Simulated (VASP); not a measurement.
Data:

```xyz
2
Lattice="0.0000 2.7069 2.7069 2.7069 0.0000 2.7069 2.7069 2.7069 0.0000" Properties=species:S:1:pos:R:3 pbc="T T T"
Hg     0.0000     0.0000     0.0000
S      2.7069     2.7069     2.7069
```

These are LDA (Ceperley-Alder, Perdew-Zunger), VASP's LDA PAW potentials (set 64) (plane waves; VASP 6.6.1) values and carry that method's errors. Numerical set-up: 400 eV cut-off, Gaussian smearing of 0.050 eV, potentials Hg S.

Give the energies of bands 2 to 11 at the high-symmetry points, in eV from the Fermi level.

```tsv
band	Γ	X	U	L	W
2	-6.54	-6.87	-6.95	-7.80	-7.03
3	-6.54	-6.32	-6.78	-7.24	-6.66
4	-6.54	-5.98	-6.44	-7.24	-6.66
5	-6.54	-5.98	-6.05	-6.12	-5.98
6	-6.54	-5.21	-5.72	-6.12	-5.44
7	-1.41	-5.01	-4.43	-5.13	-3.98
8	-1.41	-2.84	-4.08	0.26	-3.67
9	-1.41	-2.84	-1.67	0.26	-3.67
10	-0.65	-1.84	0.82	2.89	2.43
11	9.65	6.57	6.39	5.34	6.33
```

It has no gap at this level: it comes out as a metal or semimetal.

The structure comes from a computed database's HgS entry (Fm-3m); how it stands against other phases isn't given here. It was relaxed first, which changed the volume by -9 %.
